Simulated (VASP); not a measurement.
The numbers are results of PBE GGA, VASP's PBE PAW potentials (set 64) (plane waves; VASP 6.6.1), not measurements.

The input files of a VASP run:

**INCAR**
```
LCHARG = .FALSE.
SYSTEM = GdN
ALGO = Normal   ! blocked Davidson
EDIFF = 1E-7   ! SCF stop (eV)
PSTRESS = 20   ! kbar
LREAL = .FALSE.   ! projection in real space or not
LASPH = .TRUE.
LWAVE = .FALSE.
NELM = 100   ! most electronic steps
LMAXMIX = 6   ! l cut-off of mixed one-centre charges
GGA = PE   ! PBE
NSW = 40   ! most ionic steps
SIGMA = 0.1   ! width (eV)
ISMEAR = 1   ! Methfessel-Paxton
EDIFFG = -0.01   ! ionic stop
ENCUT = 600
IBRION = 2   ! conjugate gradients
ISIF = 3   ! ions, shape and volume
PREC = Accurate
```

### KPOINTS
```
Automatic mesh
0
Gamma
12 12 12
0 0 0
```

### POSCAR
```
GdN
1
    0.0000000000     2.4795631894     2.4795631894
    2.4795631894     0.0000000000     2.4795631894
    2.4795631894     2.4795631894     0.0000000000
Gd N
1 1
Direct
  0.0000000000   0.0000000000   0.0000000000
  0.5000000000   0.5000000000   0.5000000000
```

POTCAR, in this order: Gd_3 N (PBE.64 set). Program: vasp_std.

What VASP printed:

OSZICAR:
```
       N       E                     dE             d eps       ncg     rms          rms(c)
DAV:   1     0.524605726613E+02    0.52461E+02   -0.74224E+03  1584   0.133E+03
DAV:   2    -0.151664225177E+02   -0.67627E+02   -0.62743E+02  2110   0.260E+02
DAV:   3    -0.184437116633E+02   -0.32773E+01   -0.32223E+01  2100   0.476E+01
DAV:   4    -0.184869822893E+02   -0.43271E-01   -0.43094E-01  2056   0.491E+00
DAV:   5    -0.184877190576E+02   -0.73677E-03   -0.73648E-03  2037   0.515E-01    0.275E+01
DAV:   6    -0.163489729671E+02    0.21387E+01   -0.19083E+01  1914   0.276E+01    0.249E+01
DAV:   7    -0.161661626034E+02    0.18281E+00   -0.14677E+00  1837   0.806E+00    0.173E+01
DAV:   8    -0.161697864177E+02   -0.36238E-02   -0.13024E-01  1767   0.393E+00    0.650E+00
DAV:   9    -0.161637998422E+02    0.59866E-02   -0.21190E-02  1965   0.117E+00    0.476E-01
DAV:  10    -0.161640199950E+02   -0.22015E-03   -0.64638E-04  2156   0.238E-01    0.319E-01
DAV:  11    -0.161640192155E+02    0.77952E-06   -0.88490E-05  1982   0.779E-02    0.166E-02
DAV:  12    -0.161640196059E+02   -0.39046E-06   -0.54965E-06  1951   0.211E-02    0.143E-02
DAV:  13    -0.161640195181E+02    0.87867E-07   -0.12825E-06  2137   0.827E-03    0.419E-03
DAV:  14    -0.161640196021E+02   -0.84041E-07   -0.45843E-08  1200   0.223E-03
   1 F= -.15783414E+02 E0= -.15783437E+02  d E =-.157834E+02
```

OUTCAR:
```
------------------------ aborting loop because EDIFF is reached ----------------------------------------
  FORCE on cell =-STRESS in cart. coord.  units (eV):
  Direction    XX          YY          ZZ          XY          YZ          ZX
  --------------------------------------------------------------------------------------
  Total        0.3796327      0.3796327      0.3796327      0.0000000      0.0000000      0.0000000
  in kB       19.9488876     19.9488876     19.9488876      0.0000000      0.0000000      0.0000000
  external PRESSURE =      -0.0511124 kB  Pullay stress =      20.0000000 kB
  volume of cell :       30.49
      direct lattice vectors                 reciprocal lattice vectors
     0.000000000  2.479563189  2.479563189    -0.201648420  0.201648420  0.201648420
     2.479563189  0.000000000  2.479563189     0.201648420 -0.201648420  0.201648420
     2.479563189  2.479563189  0.000000000     0.201648420  0.201648420 -0.201648420
 POSITION                                       TOTAL-FORCE (eV/Angst)
 -----------------------------------------------------------------------------------
      0.00000      0.00000      0.00000         0.000000      0.000000      0.000000
      2.47956      2.47956      2.47956        -0.000000     -0.000000     -0.000000
 -----------------------------------------------------------------------------------
    total drift:                                0.000000      0.000000      0.000000
  FREE ENERGIE OF THE ION-ELECTRON SYSTEM (eV)
  ---------------------------------------------------
  free  energy   TOTEN  =       -16.1640196021 eV

  energy  without entropy=      -16.1640866105  energy(sigma->0) =      -16.16404194
  enthalpy is  TOTEN    =       -15.7834141983 eV   P V=        0.3806054038

 reached required accuracy - stopping structural energy minimisation
```
(Selected blocks of OUTCAR.)

The 4f electrons are frozen in the core of the lanthanide potential, so 4f levels, which can set the real gap, and their magnetism are missing.

The compound is GdN in the rock salt structure. It was relaxed first under an external pressure of 2 GPa.
